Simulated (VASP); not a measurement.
# PdC (Pm-3m) in VASP: single point with r2SCAN

Aim: the single point of PdC with r2SCAN.

Everything below comes from runs of VASP 6.6.1. Logs are shortened: lines on timing, memory, paths and dates and some standing lists are left out, and cuts for length are marked.

## 1. Starting point

The structure is cubic, space group Pm-3m (No. 221). Conventional cell: a = 2.848 Å, b = 2.848 Å, c = 2.848 Å, α = 90.00°, β = 90.00°, γ = 90.00°. Pd (site symmetry m-3m) is surrounded by 8 C at 2.47 Å. C (site symmetry m-3m) is surrounded by 8 Pd at 2.47 Å.

The cell was built by a generator and needn't be a form met in nature.

## 2. Single point, r2SCAN

File POSCAR:

```
PdC
1.0
    2.8475206000      0.0000000000      0.0000000000
    0.0000000000      2.8475206000      0.0000000000
    0.0000000000      0.0000000000      2.8475206000
Pd C
1 1
Direct
    0.0000000000      0.0000000000      0.0000000000
    0.5000000000      0.5000000000      0.5000000000
```

File INCAR.step1:

```
SYSTEM = PdC
  PREC = Accurate
  ENCUT = 520
  ISMEAR = -1
  SIGMA = 0.1
  LREAL = .FALSE.
  LASPH = .TRUE.
  NELM = 100
  NBANDS = 14
  GGA = PE
  ALGO = Normal
  EDIFF = 1E-4
  LWAVE = .TRUE.
  LCHARG = .FALSE.
```

File INCAR.step2:

```
SYSTEM = PdC
  PREC = Accurate
  ENCUT = 520
  EDIFF = 1E-6
  ISMEAR = -1
  SIGMA = 0.1
  LREAL = .FALSE.
  LASPH = .TRUE.
  NELM = 100
  ALGO = Normal
  ISIF = 2
  LWAVE = .FALSE.
  LCHARG = .TRUE.
  METAGGA = R2SCAN
  LMIXTAU = .TRUE.
  LELF = .TRUE.
  LVHAR = .TRUE.
  NBANDS = 14
  ISTART = 1
```

File KPOINTS:

```
regular mesh
0
G
  12 12 12
  0 0 0
```

Potentials or basis: VASP PAW PBE potentials, release 64 (Pd, C).

The run is started by

```
cat potpaw_PBE.64/Pd/POTCAR potpaw_PBE.64/C/POTCAR > POTCAR
cp INCAR.step1 INCAR
mpirun -np 1 vasp_std > vasp.out
cp INCAR.step2 INCAR
mpirun -np 1 vasp_std > vasp.out
```

OUTCAR:

```text
SYSTEM = PdC
   PREC = Accurate
   ENCUT = 520
   EDIFF = 1E-6
   ISMEAR = -1
   LREAL = .FALSE.
   LASPH = .TRUE.
   NELM = 100
   ISIF = 2
   METAGGA = R2SCAN
   ISTART = 1

 ion  position               nearest neighbor table
   1  0.000  0.000  0.000-   2 2.47   2 2.47   2 2.47   2 2.47   2 2.47   2 2.47   2 2.47   2 2.47

   2  0.500  0.500  0.500-   1 2.47   1 2.47   1 2.47   1 2.47   1 2.47   1 2.47   1 2.47   1 2.47

  LATTYP: Found a simple cubic cell.
 ALAT       =     2.8475206000

  Lattice vectors:

 A1 = (   2.8475206000,   0.0000000000,   0.0000000000)
 A2 = (   0.0000000000,   2.8475206000,   0.0000000000)
 A3 = (   0.0000000000,   0.0000000000,   2.8475206000)

Analysis of symmetry for initial positions (statically):
=====================================================================
 Subroutine PRICEL returns:
 Original cell was already a primitive cell.

 Routine SETGRP: Setting up the symmetry group for a
 simple cubic supercell.

 Subroutine GETGRP returns: Found 48 space group operations
 (whereof 48 operations were pure point group operations)
 out of a pool of 48 trial point group operations.

The static configuration has the point symmetry O_h .

Analysis of symmetry for dynamics (positions and initial velocities):
=====================================================================
 Subroutine PRICEL returns:
 Original cell was already a primitive cell.

 Routine SETGRP: Setting up the symmetry group for a
 simple cubic supercell.

 Subroutine GETGRP returns: Found 48 space group operations
 (whereof 48 operations were pure point group operations)
 out of a pool of 48 trial point group operations.

The dynamic configuration has the point symmetry O_h .

 Subroutine INISYM returns: Found 48 space group operations
 (whereof 48 operations are pure point group operations),
 and found     1 'primitive' translations

----------------------------------------------------------------------------------------

                                     Primitive cell

  volume of cell :      23.0888

  direct lattice vectors                    reciprocal lattice vectors
     2.847520600  0.000000000  0.000000000     0.351182710  0.000000000  0.000000000
     0.000000000  2.847520600  0.000000000     0.000000000  0.351182710  0.000000000
     0.000000000  0.000000000  2.847520600     0.000000000  0.000000000  0.351182710

  length of vectors
     2.847520600  2.847520600  2.847520600     0.351182710  0.351182710  0.351182710

  position of ions in fractional coordinates (direct lattice)
     0.000000000  0.000000000  0.000000000
     0.500000000  0.500000000  0.500000000

  ion indices of the primitive-cell ions
   primitive index   ion index
                 1           1
                 2           2

----------------------------------------------------------------------------------------

 KPOINTS: regular mesh

Automatic generation of k-mesh.
 Grid dimensions read from file:
 generate k-points for:   12   12   12

 Generating k-lattice:

  Cartesian coordinates                     Fractional coordinates (reciprocal lattice)
     0.029265226  0.000000000  0.000000000     0.083333333  0.000000000  0.000000000
     0.000000000  0.029265226  0.000000000     0.000000000  0.083333333  0.000000000
     0.000000000  0.000000000  0.029265226     0.000000000  0.000000000  0.083333333

  Length of vectors
     0.029265226  0.029265226  0.029265226

  Shift w.r.t. Gamma in fractional coordinates (k-lattice)
     0.000000000  0.000000000  0.000000000

 Subroutine IBZKPT returns following result:
 ===========================================

 Found     84 irreducible k-points:

 Following reciprocal coordinates:
            Coordinates               Weight
  0.000000  0.000000  0.000000      1.000000
  0.083333  0.000000  0.000000      6.000000
  0.166667  0.000000  0.000000      6.000000
  0.250000  0.000000  0.000000      6.000000
  0.333333  0.000000  0.000000      6.000000
  0.416667  0.000000  0.000000      6.000000
[... 16 lines left out ...]
  0.333333  0.333333  0.000000     12.000000
  0.416667  0.333333  0.000000     24.000000
 [... further k-points ...]
   k-points           NKPTS =     84   k-points in BZ     NKDIM =     84   number of bands    NBANDS=     14
   number of dos      NEDOS =    301   number of ions     NIONS =      2
   total plane-waves  NPLWV =  13824
   dimension x,y,z NGX =    24 NGY =   24 NGZ =   24
   dimension x,y,z NGXF=    48 NGYF=   48 NGZF=   48
   ions per type =               1   1
   NGX,Y,Z   is equivalent  to a cutoff of  14.01, 14.01, 14.01 a.u.
   NGXF,Y,Z  is equivalent  to a cutoff of  28.02, 28.02, 28.02 a.u.
 SYSTEM =  PdC
   PREC   = accura    normal or accurate (medium, high low for compatibility)
   ISTART =      1    job   : 0-new  1-cont  2-samecut
   ICHARG =      0    charge: 1-file 2-atom 10-const
   ISPIN  =      1    spin polarized calculation?
   LNONCOLLINEAR =      F non collinear calculations
   LSORBIT =      F    spin-orbit coupling
   LASPH  =      T    aspherical Exc in radial PAW
   ENCUT  =  520.0 eV  38.22 Ry    6.18 a.u.   5.29  5.29  5.29*2*pi/ulx,y,z
   NELM   =    100;   NELMIN=  2; NELMDL=  0     # of ELM steps
   EDIFF  = 0.1E-05   stopping-criterion for ELM
   LREAL  =      F    real-space projection
   EDIFFG = 0.1E-04   stopping-criterion for IOM
   NSW    =      0    number of steps for IOM
   IBRION =     -1    ionic relax: 0-MD 1-quasi-New 2-CG
   NFREE  =      0    steps in history (QN), initial steepest desc. (CG)
   ISIF   =      2    stress and relaxation
   ISYM   =      2    0-nonsym 1-usesym 2-fastsym
   POTIM  = 0.5000    time-step for ionic-motion
   TEBEG  =    0.0;   TEEND  =   0.0 temperature during run
   PSTRESS=    0.0 pullay stress
   NELECT =      14.0000    total number of electrons
   NUPDOWN=      -1.0000    fix difference up-down
   EMIN   =  10.00;   EMAX   =-10.00  energy-range for DOS
   EFERMI =   0.00;   METHOD = LEGACY
   ISMEAR =    -1;   SIGMA  =   0.10  broadening in eV -4-tet -1-fermi 0-gaus
   EFERMI_NEDOS =   21; number of points for ismear=-14 and -15
   IALGO  =     38    algorithm
   IMIX   =      4    mixing-type and parameters
     AMIX     =   0.40;   BMIX     =  1.00
     AMIX_MAG =   1.60;   BMIX_MAG =  1.00
  volume/ion in A,a.u.               =      11.54        77.91
  Fermi-wavevector in a.u.,A,eV,Ry     =   1.385641  2.618481 26.123188  1.920000
  Thomas-Fermi vector in A             =   2.510032
   LORBIT       =      0    0 simple, 1 ext, 2 COOP (PROOUT), +10 PAW based schemes
   METAGGA = R2SCAN    functional components
   LHFCALC =     F    Hartree Fock is set to
   AEXX    =    0.0000 exact exchange contribution
   IVDW    =     0    specifies the selected vdW correction
   LEPSILON=     F    determine dielectric tensor
   LRPA    =     F    only Hartree local field effects (RPA)
 non-spin polarized calculation
  energy-cutoff  :      520.00
  volume of cell :       23.09
 maximum number of plane-waves:       635
 NGX is ok and might be reduce to    24
   NGX = 11   NGY = 11   NGZ = 11

 number of electron      13.9999995 magnetization

 Free energy of the ion-electron system (eV)
  ---------------------------------------------------
  ext. energy  EPLUGINS =         0.00000000
  ---------------------------------------------------
  free energy    TOTEN  =       -29.08166647 eV

  energy without entropy =      -29.03887520  energy(sigma->0) =      -29.06027084

 E-fermi :   8.4817     XC(G=0): -13.6500

 val. band max:        8.4576002586   @ k =   0.2500   0.2500   0.1667
 cond. band min:       8.4900414998   @ k =   0.5000   0.2500   0.2500
 fundamental gap:      0.0324412412
 Fermi energy:         8.4816985256

 k-point     1 :       0.0000    0.0000    0.0000
  band No.  band energies     occupation
      1      -5.1305      2.00000
      2       3.7256      2.00000
      3       3.7256      2.00000
      4       6.7435      2.00000
      5       6.7435      2.00000
      6       6.7435      2.00000
      7       9.1548      0.00238
      8       9.1548      0.00238
      9       9.1548      0.00238
     10      14.7525      0.00000
     11      24.1291      0.00000
     12      24.1291      0.00000
     13      29.9215      0.00000
     14      29.9215      0.00000

 k-point     2 :       0.0833    0.0000    0.0000
  band No.  band energies     occupation
      1      -5.0197      2.00000
      2       3.7482      2.00000
      3       3.7527      2.00000
      4       6.4943      2.00000
      5       6.4943      2.00000
      6       6.7527      2.00000
      7       8.7680      0.10803
      8       9.4552      0.00012
      9       9.4552      0.00012
     10      15.0978      0.00000
     11      23.9509      0.00000
     12      24.2148      0.00000
     13      29.5063      0.00000
     14      29.5063      0.00000

 k-point     3 :       0.1667    0.0000    0.0000
  band No.  band energies     occupation
      1      -4.6959      2.00000
      2       3.7073      2.00000
      3       3.8275      2.00000
      4       5.9832      2.00000
      5       5.9832      2.00000
      6       6.7781      2.00000
      7       8.0221      1.98002
      8      10.1153      0.00000
      9      10.1153      0.00000
     10      15.8342      0.00000
     11      23.4767      0.00000
     12      24.1743      0.00000
     13      28.3683      0.00000
     14      28.3683      0.00000
[... 324 lines left out ...]
 k-point    23 :       0.3333    0.3333    0.0000
  band No.  band energies     occupation
      1      -2.7450      2.00000
      2       3.1269      2.00000
      3       4.5030      2.00000
      4       5.0506      2.00000
      5       5.5235      2.00000
      6       6.0424      2.00000
      7       7.9766      1.98727
      8       8.7068      0.19058
      9      11.1908      0.00000
     10      16.6908      0.00000
     11      21.6991      0.00000
     12      23.3845      0.00000
     13      25.8775      0.00000
     14      28.0871      0.00000

 k-point    24 :       0.4167    0.3333    0.0000
  band No.  band energies     occupation
      1      -2.5178      2.00000
      2       3.1904      2.00000
      3       4.6172      2.00000
      4       5.0301      2.00000
      5       5.5106      2.00000
      6       6.0328      2.00000
      7       7.8387      1.99678
      8       8.6728      0.25778
      9      11.0395      0.00000
     10      16.1167      0.00000
     11      21.5271      0.00000
     12      23.2848      0.00000
     13      26.0453      0.00000
     14      28.6466      0.00000

 [... further k-points ...]

------------------------ aborting loop because EDIFF is reached ----------------------------------------

  FORCE on cell =-STRESS in cart. coord.  units (eV):
  Direction    XX          YY          ZZ          XY          YZ          ZX
  --------------------------------------------------------------------------------------
  -------------------------------------------------------------------------------------
  Total       -2.2562821     -2.2562821     -2.2562821      0.0000000     -0.0000000      0.0000000
  in kB     -156.5681276   -156.5681276   -156.5681276      0.0000000     -0.0000000      0.0000000
  external PRESSURE =    -156.5681276 kB  Pullay stress =       0.0000000 kB

 VOLUME and BASIS-vectors are now :
 -----------------------------------------------------------------------------
  energy-cutoff  :      520.00
  volume of cell :       23.09
      direct lattice vectors                 reciprocal lattice vectors
     2.847520600  0.000000000  0.000000000     0.351182710  0.000000000  0.000000000
     0.000000000  2.847520600  0.000000000     0.000000000  0.351182710  0.000000000
     0.000000000  0.000000000  2.847520600     0.000000000  0.000000000  0.351182710

 POSITION                                       TOTAL-FORCE (eV/Angst)
 -----------------------------------------------------------------------------------
      0.00000      0.00000      0.00000         0.000000      0.000000      0.000000
      1.42376      1.42376      1.42376         0.000000      0.000000      0.000000
 -----------------------------------------------------------------------------------
    total drift:                                0.000000      0.000000     -0.000000

  FREE ENERGIE OF THE ION-ELECTRON SYSTEM (eV)
  ---------------------------------------------------
  free  energy   TOTEN  =       -29.0816664692 eV

  energy  without entropy=      -29.0388752042  energy(sigma->0) =      -29.06027084
```

It took 34 s on 1 thread of Intel Xeon 6975P-C (Granite Rapids), shared host; peak memory 0.16 GiB.

What came out:

```
Free energy            : -29.0817 eV
Pressure               : -15.7 GPa
Band gap on the k mesh : none (metal or under the smearing width)
```

Caveat: so large a pressure means that the cell lies far from this level's equilibrium, or that cutoff or potentials fall short; the potentials were made for another functional, which shifts forces and pressure.
